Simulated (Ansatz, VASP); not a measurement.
**SiGe in two plane-wave programs**

Aim: how closely do two programs agree when they are given the same cell, functional and k mesh? The cell is generated by rule, not measured, and may not be a known phase. Of the first pair: The two relaxations start from unlike cells of this crystal (the structure described is Ansatz's start), so only their ends are compared.

Program: Ansatz 0.2.0. Level of theory: plane waves, with VASP 6.6.1 beside it; relaxation of cell and atoms at LDA. Results are calculated unless marked as measured.

**1. The starting structure**

It takes space group Pm-3m (No. 221, cubic). Conventional cell: a = 2.978 Å, b = 2.978 Å, c = 2.978 Å, α = 90.00°, β = 90.00°, γ = 90.00°. Nearest to Ge lie 8 Si at 2.58 Å. Si has 8 Ge at 2.58 Å nearest. Farther neighbours are not listed.

Structure file:

```cif
data_structure
_symmetry_space_group_name_H-M 'P 1'
_symmetry_Int_Tables_number 1
_cell_length_a 2.9782
_cell_length_b 2.9782
_cell_length_c 2.9782
_cell_angle_alpha 90.000
_cell_angle_beta 90.000
_cell_angle_gamma 90.000
_cell_volume 26.42
loop_
_atom_site_label
_atom_site_type_symbol
_atom_site_fract_x
_atom_site_fract_y
_atom_site_fract_z
_atom_site_occupancy
Ge1 Ge 0.00000 0.00000 0.00000 1
Si2 Si 0.50000 0.50000 0.50000 1
```

**2. VASP: relaxation of cell and atoms, LDA, pair 1**

The relaxed volume is the usual yardstick between codes: in a stiff, nearly cubic crystal its relative difference is about their pressure difference at one cell divided by the bulk modulus.

Lines of VASP's logs that name or quote its potential files are left out, and so is its time.

The input, INCAR:

```
SYSTEM = SiGe
PREC = Accurate
ENCUT = 500
EDIFF = 1E-07
NELM = 120
ISMEAR = 0
SIGMA = 0.1
LREAL = .FALSE.
ALGO = Normal
GGA = PW92
NBANDS = 15
LORBIT = 11
LWAVE = .FALSE.
LCHARG = .FALSE.
ISIF = 3
IBRION = 2
NSW = 80
EDIFFG = -0.005
LASPH = .TRUE.
GGA_COMPAT = .FALSE.
NELMIN = 4
KPAR = 2
```

The input, POSCAR:

```
SiGe
1.0
    3.2015368322      0.0000000000      0.0000000000
    0.0000000000      3.2015368322      0.0000000000
    0.0000000000      0.0000000000      3.2015368322
Ge Si
1 1
Direct
    0.0000000000      0.0000000000      0.0000000000
    0.5000000000      0.5000000000      0.5000000000
```

The input, KPOINTS:

```
Automatic mesh
0
Gamma
6 6 6
0 0 0
```

The projector-augmented-wave data sets are Ge_d and Si (LDA family, release 64).

Started as:

```console
$ mpirun -np 2 vasp_std
```

Numbers of over 12 decimals in the logs are rounded to 6 here.

Output:

```text
[banner, memory and clock lines left out]
running    2 mpi-ranks, on    1 nodes
 distrk:  each k-point on    1 cores,    2 groups
 distr:  one band on    1 cores,    1 groups

 POSCAR found type information on POSCAR GeSi
 POSCAR found :  2 types and       2 ions
|                                                                             |
|               ----> ADVICE to this user running VASP <----                  |
|                                                                             |
|     You enforced a specific xc type in the INCAR file but a different       |
|     [... a line on the potential file left out ...]
|     I HOPE YOU KNOW WHAT YOU ARE DOING!                                     |
|                                                                             |

 LDA part: xc-table for (Slater(with rela. corr.)+PW92), standard interpolation
 POSCAR, INCAR and KPOINTS ok, starting setup
 FFT: planning ... GRIDC
 FFT: planning ... GRID_SOFT
 FFT: planning ... GRID
 WAVECAR not read
 entering main loop
       N       E                     dE             d eps       ncg     rms          rms(c)
DAV:   1     0.790720562502E+02    0.79072E+02   -0.89239E+03   643   0.254E+03
DAV:   2    -0.208743508263E+01   -0.81159E+02   -0.78317E+02   642   0.428E+02
DAV:   3    -0.101661973999E+02   -0.80788E+01   -0.80343E+01   768   0.815E+01
DAV:   4    -0.103165527635E+02   -0.15036E+00   -0.15033E+00   726   0.110E+01
DAV:   5    -0.103192325213E+02   -0.26798E-02   -0.26796E-02   775   0.168E+00    0.259E+00
DAV:   6    -0.102935977398E+02    0.25635E-01   -0.17040E-02   754   0.220E+00    0.143E+00
DAV:   7    -0.102820461634E+02    0.11552E-01   -0.13396E-02   775   0.132E+00    0.941E-02
DAV:   8    -0.102817891400E+02    0.25702E-03   -0.87203E-04   782   0.520E-01    0.631E-02
DAV:   9    -0.102817796877E+02    0.94523E-05   -0.24319E-05   820   0.697E-02    0.213E-02
DAV:  10    -0.102817788191E+02    0.86856E-06   -0.24439E-06   768   0.175E-02    0.417E-03
DAV:  11    -0.102817787262E+02    0.92904E-07   -0.20633E-07   503   0.781E-03
   1 F= -.10281779E+02 E0= -.10277748E+02  d E =-.102818E+02
 curvature:   0.00 expect dE= 0.000E+00 dE for cont linesearch  0.000E+00
 trial: gam= 0.00000 g(F)=  0.000E+00 g(S)=  0.461E-04 ort = 0.000E+00 (trialstep = 0.100E+01)
 search vector abs. value=  0.461E-04
 bond charge predicted
       N       E                     dE             d eps       ncg     rms          rms(c)
DAV:   1    -0.102823449909E+02   -0.56617E-03   -0.71329E-03   768   0.168E+00    0.134E-01
DAV:   2    -0.102819520920E+02    0.39290E-03   -0.49454E-04   754   0.468E-01    0.673E-02
DAV:   3    -0.102818276305E+02    0.12446E-03   -0.17030E-04   741   0.240E-01    0.142E-02
DAV:   4    -0.102818195385E+02    0.80920E-05   -0.79249E-06   796   0.488E-02    0.638E-03
DAV:   5    -0.102818188358E+02    0.70265E-06   -0.78919E-07   684   0.141E-02    0.167E-03
DAV:   6    -0.102818188450E+02   -0.92173E-08   -0.42489E-08   489   0.372E-03
   2 F= -.10281819E+02 E0= -.10277836E+02  d E =-.401188E-04
 trial-energy change:   -0.000040  1 .order   -0.000037   -0.000046   -0.000028
 step:   1.5552(harm=  2.4807)  dis= 0.00000  next Energy=   -10.281827 (dE=-0.483E-04)
 bond charge predicted
       N       E                     dE             d eps       ncg     rms          rms(c)
DAV:   1    -0.102819773042E+02   -0.15847E-03   -0.21820E-03   761   0.925E-01    0.743E-02
DAV:   2    -0.102818564494E+02    0.12085E-03   -0.15286E-04   754   0.260E-01    0.372E-02
DAV:   3    -0.102818183192E+02    0.38130E-04   -0.52312E-05   762   0.133E-01    0.791E-03
DAV:   4    -0.102818158285E+02    0.24907E-05   -0.24144E-06   768   0.269E-02    0.355E-03
DAV:   5    -0.102818156097E+02    0.21886E-06   -0.23313E-07   519   0.787E-03    0.854E-04
DAV:   6    -0.102818156140E+02   -0.43856E-08   -0.20394E-08   419   0.198E-03
   3 F= -.10281816E+02 E0= -.10277859E+02  d E =-.368878E-04
 curvature:  -0.76 expect dE=-0.306E-05 dE for cont linesearch -0.306E-05
 trial: gam= 0.00000 g(F)=  0.146E-63 g(S)=  0.404E-05 ort =-0.137E-04 (trialstep = 0.111E+01)
 search vector abs. value=  0.404E-05
 reached required accuracy - stopping structural energy minimisation
```

OUTCAR, selected parts (step 2):

```text
ion  position               nearest neighbor table
   1  0.000  0.000  0.000-   2 2.77   2 2.77   2 2.77   2 2.77   2 2.77   2 2.77   2 2.77   2 2.77

  LATTYP: Found a simple cubic cell.
 ALAT       =     3.2015368322

 Subroutine GETGRP returns: Found 48 space group operations
 (whereof 48 operations were pure point group operations)

The static configuration has the point symmetry O_h .

 Found     20 irreducible k-points:

   k-points           NKPTS =     20   k-points in BZ     NKDIM =     20   number of bands    NBANDS=     15

   dimension x,y,z NGX =    24 NGY =   24 NGZ =   24
   dimension x,y,z NGXF=    48 NGYF=   48 NGZF=   48

   ENCUT  =  500.0 eV  36.75 Ry    6.06 a.u.   5.84  5.84  5.84*2*pi/ulx,y,z

   NELECT =      18.0000    total number of electrons

 k-points in reciprocal lattice and weights: Automatic mesh
   0.00000000  0.00000000  0.00000000       0.005
   0.16666667  0.00000000  0.00000000       0.028
   0.33333333  0.00000000  0.00000000       0.028
   0.50000000  0.00000000  0.00000000       0.014
   0.16666667  0.16666667  0.00000000       0.056
   0.33333333  0.16666667  0.00000000       0.111
   0.50000000  0.16666667  0.00000000       0.056
   0.33333333  0.33333333  0.00000000       0.056
   0.50000000  0.33333333  0.00000000       0.056
[...]
0.50000000  0.50000000  0.33333333       0.028
   0.50000000  0.50000000  0.50000000       0.005

 average (electrostatic) potential at core
       1 -71.8536       2 -83.2718

 E-fermi :   8.0292

 k-point     1 :       0.0000    0.0000    0.0000
  band No.  band energies     occupation
    ...
      6      -5.5435      2.00000
      7       7.3287      2.00000
      8       7.7034      2.00000
      9       7.7034      2.00000
     10       7.7034      2.00000
     11      11.7142      0.00000
     12      11.7142      0.00000
     13      18.3851      0.00000
     14      18.3851      0.00000
     15      18.3851      0.00000

 k-point     2 :       0.1667    0.0000    0.0000
  band No.  band energies     occupation
    ...
      3     -16.4847      2.00000
      4     -16.4847      2.00000
      5     -16.4799      2.00000
      6      -5.1457      2.00000
      7       4.1802      2.00000
      8       8.0932      0.36501
      9       8.0932      0.36501
     10       8.9204      0.00000
     11      12.0839      0.00000
     12      14.6647      0.00000
    ...

 k-point     3 :       0.3333    0.0000    0.0000
  band No.  band energies     occupation
    ...
      3     -16.4933      2.00000
      4     -16.4902      2.00000
      5     -16.4790      2.00000
      6      -3.9580      2.00000
      7       0.8160      2.00000
      8       9.2488      0.00000
      9       9.2488      0.00000
     10      10.0897      0.00000
     11      13.1600      0.00000
     12      13.6531      0.00000
    ...

  Total       -0.0074747     -0.0074747     -0.0074747     -0.0000000     -0.0000000      0.0000000
  in kB       -0.3639126     -0.3639126     -0.3639126     -0.0000000     -0.0000000      0.0000000
  external PRESSURE =      -0.3639126 kB  Pullay stress =       0.0000000 kB

  energy-cutoff  :      500.00
  volume of cell :       32.91
      direct lattice vectors                 reciprocal lattice vectors
     3.204567838 -0.000000000  0.000000000     0.312054558 -0.000000000  0.000000000
     0.000000000  3.204567838  0.000000000     0.000000000  0.312054558  0.000000000
    -0.000000000 -0.000000000  3.204567838    -0.000000000 -0.000000000  0.312054558

 POSITION                                       TOTAL-FORCE (eV/Angst)
 -----------------------------------------------------------------------------------
      0.00000      0.00000      0.00000        -0.000000     -0.000000      0.000000
      1.60228      1.60228      1.60228         0.000000      0.000000      0.000000
 -----------------------------------------------------------------------------------
    total drift:                                0.000000      0.000000      0.000000

  FREE ENERGIE OF THE ION-ELECTRON SYSTEM (eV)
  ---------------------------------------------------
  free  energy   TOTEN  =       -10.2818156140 eV

  energy  without entropy=      -10.2739032561  energy(sigma->0) =      -10.27785944

 reached required accuracy - stopping structural energy minimisation

 total charge
# of ion       s       p       d       tot
------------------------------------------
    1        1.265   0.987  10.052  12.304
    2        0.891   0.670   0.000   1.561
--------------------------------------------------
tot          2.156   1.658  10.052  13.865

[... 3 further parts left out ...]
```

CONTCAR:

```
SiGe
   1.00000000000000
     3.2045678377202971   -0.0000000000000000    0.0000000000000000
     0.0000000000000000    3.2045678377202971    0.0000000000000000
    -0.0000000000000001   -0.0000000000000000    3.2045678377202971
  Ge              Si
     1     1
Direct
     0.0000000000000000    0.0000000000000000    0.0000000000000000
     0.5000000000000000    0.5000000000000000    0.5000000000000000
```

The run keeps the 48 symmetry operations of its start, so it cannot find a distortion of lower symmetry.

**3. Ansatz: relaxation of cell and atoms, LDA, pair 1**

Ansatz runs on its default PAW (the set named soft_2) files.

Its own start cell and the same functional (in two slightly different forms), mesh and smearing now go to Ansatz, which takes its cutoff from its data sets.

The input, input.yaml:

```yaml
crystal:
  lattice:
    - [2.9782, 0.0, 0.0]
    - [0.0, 2.9782, 0.0]
    - [0.0, 0.0, 2.9782]
  atoms:
    - { symbol: Ge, position: [0.0, 0.0, 0.0] }
    - { symbol: Si, position: [0.5, 0.5, 0.5] }
kpoints:
  mp_grid: { grid: [6, 6, 6] }
hamiltonian:
  xc: lda
scf:
  occupations: { method: gaussian, width: 0.1 }
output:
  forces: true
  stress: true
  eigenvalues: true
relax:
  adjacent_minimum: "off"
  f_tol: 0.05
  max_steps: 80
  cell: { stress_tol: 0.5 }
```

Started as:

```console
$ ansatz run input.yaml --threads 4 --pin off --max-ram 7168MiB --backend cpu --events-out ev --progress --plain --runs-dir out
```

Output:

```text
The last accepted step is kept in <dir> (removed where the run ends without a failure and the disk answers)
Engine: ansatz 0.2.0, aarch64-unknown-linux-gnu
Pseudopotentials: kind: paw
Pseudopotential: Ge, paw, valence charge 14, recommended cutoff 420 eV (normal), Ge.paw.azcp
Pseudopotential: Si, paw, valence charge 4, recommended cutoff 420 eV (normal), Si.paw.azcp
Functional definition: SPW92
  exchange = slater_x
  correlation = pw_c
Crystal: 2 atoms, lattice volume = 26.416 Å³
Basis set: ecut = 420 eV, 485 PW (Γ)
Bands: 13, of which v1, the nominal top of the filled ones, is band 9 counted from 1 (8 counted from 0)
Symmetry: 48 space group operations
Space group: Pm-3m (ITA 221), of the structure as read, at distance tolerance 3.0e-5 Å
k-points: 20 of 216
Non-local potential: Ge, projectors of the file, l = 0: 2, l = 1: 2, l = 2: 3, l = 3: 1
Non-local potential: Si, projectors of the file, l = 0: 2, l = 1: 2, l = 2: 2
PAW form: soft (Blöchl's): semilocal exchange-correlation on the pseudo side does not see the compensation charge
PAW frozen core: Ge, regenerated for the run's functional, and the local potential with it (the file was generated under x = pbe(κ = 0.804, μ = 0.219515), c = pbe(β = 0.066725))
PAW frozen core: Si, regenerated for the run's functional, and the local potential with it (the file was generated under x = pbe(κ = 0.804, μ = 0.219515), c = pbe(β = 0.066725))
PAW one-centre angular grid: Ge, 590 points (default); XC on 64 Gauss nodes
PAW one-centre angular grid: Si, 110 points (default); XC on 64 Gauss nodes
Initial density: superposition of atomic densities (neutral atoms: chi_scale 0, normalization atom), corrected by the library's trained network
Initial wavefunctions: pseudopotential atomic-orbital guess
Functional: x = slater, c = lda
SCF iter   1: F=—  HF=-4823.029894 eV  |F-HF|=—  |Δ(HF+E_count)|=         —  Δρ=6.28e-3  dr2=5.40e-3  ethr=1.77e-3  ⟨swp⟩=5.0  Hψ=3233  notcnv=0
automatic band count: the SCF goes on with 17 bands, as 13 were too few: the levels above may hold too much charge
preconditioner: auto → none  [insulator: Δε(μ)=0.162 eV  Ē_g=25.760 eV  σ=0.100 eV  W_gap=0.73  n_scr=6 (ndim 8)  ℏωp=30.7 eV  f_vac=0.000  D(μ)=0.84/eV (n_scr^D=6)  ε∞_Penn≈2.4]
SCF iter   2: F=—  HF=-4823.027532 eV  |F-HF|=—  |Δ(HF+E_count)|=   2.36e-3  Δρ=2.80e-3  dr2=8.95e-4  ethr=3.00e-5  ⟨swp⟩=1.1  Hψ=505  notcnv=0
SCF iter   3: F=—  HF=-4823.027179 eV  |F-HF|=—  |Δ(HF+E_count)|=   3.53e-4  Δρ=3.22e-4  dr2=3.85e-5  ethr=4.97e-6  ⟨swp⟩=2.1  Hψ=445  notcnv=0
SCF iter   4: F=—  HF=-4823.027156 eV  |F-HF|=—  |Δ(HF+E_count)|=   2.24e-5  Δρ=9.66e-5  dr2=8.70e-7  ethr=2.14e-7  ⟨swp⟩=2.0  Hψ=473  notcnv=0
iter 5 did not close the SCF: its close was put off for the readings that it lacked (scf_convergence_deferred on its scf_iter line)
SCF iter   5: F=-4823.027156 eV  HF=-4823.027156 eV  |F-HF|=3.12e-8  |Δ(HF+E_count)|=   9.35e-8  Δρ=2.21e-5  dr2=5.44e-8  ethr=4.83e-9  ⟨swp⟩=1.8  Hψ=340  notcnv=0
SCF iter   6: F=-4823.027156 eV  HF=-4823.027156 eV  |F-HF|=8.44e-9  |Δ(HF+E_count)|=   3.52e-9  Δρ=5.27e-6  dr2=3.73e-9  ethr=3.02e-10  ⟨swp⟩=4.8  Hψ=1337  notcnv=0
SCF 1 converged in 6 iterations: F = -4823.027156 eV  dr2 = 3.73e-9
  greatest PAW one-centre occupation: 0.999 electrons in one spin orbital (limit 2), on the Ge atom at site 0 (counted from 0), in its partial waves of l = 2
relax step   1: F+E_penalty+E_count = -4823.02715634 eV  Δ(F+E_penalty+E_count) = +0.000e0 eV  max|allowed force component| = 2.301e-31 eV/Å  Δτ_max = 0.0000 Å  P = +28.743 GPa  Ω = 26.416 Å³  (6 SCF iters, dr2 threshold 1.00e-7 eV, accepted)
[...]
relax step   2: F+E_penalty+E_count = -4823.45243592 eV  Δ(F+E_penalty+E_count) = -4.253e-1 eV  max|allowed force component| = 4.520e-32 eV/Å  Δτ_max = 0.0000 Å  P = +7.406 GPa  Ω = 30.470 Å³  energy of the carried Pulay correction = -1.511e-3 eV  (6 SCF iters, dr2 threshold 2.00e-7 eV, accepted)
[...]
relax step   3: F+E_penalty+E_count = -4823.49920873 eV  Δ(F+E_penalty+E_count) = -4.677e-2 eV  max|allowed force component| = 4.520e-32 eV/Å  Δτ_max = 0.0000 Å  P = +1.683 GPa  Ω = 32.182 Å³  energy of the carried Pulay correction = -2.087e-3 eV  (5 SCF iters, dr2 threshold 2.00e-7 eV, accepted)
[...]
relax step   4: F+E_penalty+E_count = -4823.50206818 eV  Δ(F+E_penalty+E_count) = -2.859e-3 eV  max|allowed force component| = 3.287e-31 eV/Å  Δτ_max = 0.0000 Å  P = -0.046 GPa  Ω = 32.788 Å³  energy of the carried Pulay correction = -2.283e-3 eV  (4 SCF iters, dr2 threshold 2.00e-7 eV, accepted)
[...]
relax step   5: F+E_penalty+E_count = -4823.50774299 eV  Δ(F+E_penalty+E_count) = -5.675e-3 eV  max|allowed force component| = 2.630e-31 eV/Å  Δτ_max = 0.0000 Å  P = +0.238 GPa  Ω = 32.788 Å³  stress off target by 2.38e-1 GPa  SCF on the basis re-selected at this cell (its energy is not comparable with the rows above)  (5 SCF iters)
basis re-selected at this cell: Δ(F+E_penalty+E_count) = -5.675e-3 eV, ΔP = +0.284 GPa vs the last step (what re-selecting the basis moved, of the pressure what is left beyond the Pulay correction that the steps carried, after the strain that the cell walked since its last selection, with what the two solves' SCF thresholds leave and, on support functions, any second-order correction that the steps lacked; it is no measure of the basis error at this ecutwfc). The dense FFT grid was sized anew with the basis: this SCF ran on 24×24×24 points, the steps before it on 20×20×20, so part of this shift can come from that change (see relax.cell in the input reference). [rest of the remark cut]
SCF converged after 5 iterations
Free energy (F): -4823.507743 eV
Harris-Foulkes:  -4823.507743 eV  (|F-HF|=4.55e-11)
Internal energy: -4823.499771 eV  (E = F + TS)
E sigma→0 (E₀):  -4823.503757 eV
Entropy (-TS):   -0.007972 eV (-3.986 meV/atom)
Fermi energy:    10.689717 eV
--- Per-component energies (eV) ---
  E_band       = -94.867023
  E_kinetic    = 151.860596
  E_local      = -2360.776537  (includes V_loc(G=0)·N_el)
  E_nonlocal   = 445.626055
  E_hartree    = 1047.588612
  E_xc         = -131.388718
  E_vxc        = -113.850337  (∫ρ·V_xc dr)
  E_paw        = -2423.280279  (= ΣΔE_a)
  E_vpaw       = -312.903714  (= ΣTr[D̂ρ^β])
  E_aug_tail   = 0.000296  (compensation charges beyond the density's cutoff)
  E_ewald      = -1555.122453
  E_core_change = 1.992657  (= ΣΔE_core)
  E_smearing   = -0.007972  (= −TS)
  E_closure    = -0.000000  (closes the sum)
  Σ components = -4823.507743   (vs F -4823.507743, Δ=0.00e0)
--- Forces (eV/Å), atoms counted from 1 ---
  atom   1  Ge    -0.00000000    -0.00000000     0.00000000
  atom   2  Si    -0.00000000     0.00000000    -0.00000000
  max |Σ_I F_I| component: 6.57e-31 eV/Å
--- Stress (GPa, compression-positive) ---
        0.238169       0.000000       0.000000
       -0.000000       0.238169       0.000000
        0.000000       0.000000       0.238169
  P = ⅓ Tr σ = 0.2382 GPa (2.382 kbar)
--- Band table (eV; the first three rows and the last of 20) ---
  k-point 0: bands = [... 5 lower, -2.9235, 9.9901, 10.3618, 10.3618, 10.3618, 14.3641, 14.3641, 21.0848, ... 4 higher]
  k-point 1: bands = [... 5 lower, -2.5246, 6.8288, 10.7526, 10.7526, 11.5829, 14.7340, 17.3225, 19.2211, ... 4 higher]
  k-point 2: bands = [... 5 lower, -1.3336, 3.4549, 11.9112, 11.9112, 12.7549, 15.8115, 16.3256, 16.3256, ... 4 higher]
  k-point 19: bands = [... 5 lower, 5.4827, 6.7409, 8.3804, 8.3804, 8.3804, 8.7428, 8.7428, 8.7428, ... 4 higher]
--- Relaxed structure (4 steps of the walk, 4 accepted, 1 SCFs on fresh bases) ---
  F+E_penalty+E_count = -4823.50774299 eV   max|allowed force component| = 2.630e-31 eV/Å   (the final SCF, on the basis selected at the relaxed cell)
  cell:  # Å, volume = 32.7881 Å³
    - [3.200654, 0, 0]
    - [0, 3.200654, 0.0]
    - [0, 0.0, 3.200654]
  atoms:
    - { symbol: Ge, position: [0, 0, 0] }
    - { symbol: Si, position: [0.500000, 0.500000, 0.500000] }
```

In the SCF lines HF is the Harris–Foulkes energy and dr2 the Hartree energy of the density residual, in eV; the loop may stop once dr2 is under the threshold and the program's other checks hold. Hψ counts applications of the Hamiltonian.

**4. Side by side**

Known differences besides the potentials themselves: the cutoff is 420 eV in Ansatz and 500 eV in VASP; VASP's log shows a relativistic correction to its local exchange, Ansatz's none; Ansatz adds a Pulay correction to the stress that steers its cell, VASP none. Total energies have different zeros and are not compared.

Compared:

```tsv
quantity	Ansatz	VASP	difference
volume (Å³)	32.79	32.91	-0.37 %
edge a after relaxation, in the typed setting (Å)	3.201	3.205	-0.12 %
```

[end of part 1 of 2]

[Lines on the potential files, build, host, timing and source positions are cut from VASP's logs without a mark.]

[Logs are printed without paths, hosts, clocks, repeated set-up lines and the standing remarks that a program may print on its own settings, such as how far it seeks lower states.]

[Hosts, paths, dates, database ids (printed as entryN), source tags and the programs' standing remarks are cut or masked in the printed files.]
